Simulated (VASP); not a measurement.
Shape and ions are relaxed at each volume.

Energy against volume of Zr (hcp). Method: rev-vdW-DF2, VASP's PBE PAW potentials (set 64) (plane waves; VASP 6.6.1).

| V (Å³/atom) | E (eV/atom) |
|---|---|
| 21.494 | -6.21507 |
| 22.180 | -6.23600 |
| 22.866 | -6.24286 |
| 23.552 | -6.23723 |
| 24.238 | -6.22055 |

Q: Fit a third-order Birch-Murnaghan equation of state.

A: 
```yaml
volume_per_atom: 22.89 Å^3/atom
bulk_modulus: 96.8 GPa
pressure_derivative_of_the_bulk_modulus: 3.01
```

The compound is Zr in the hcp structure. It was relaxed first.
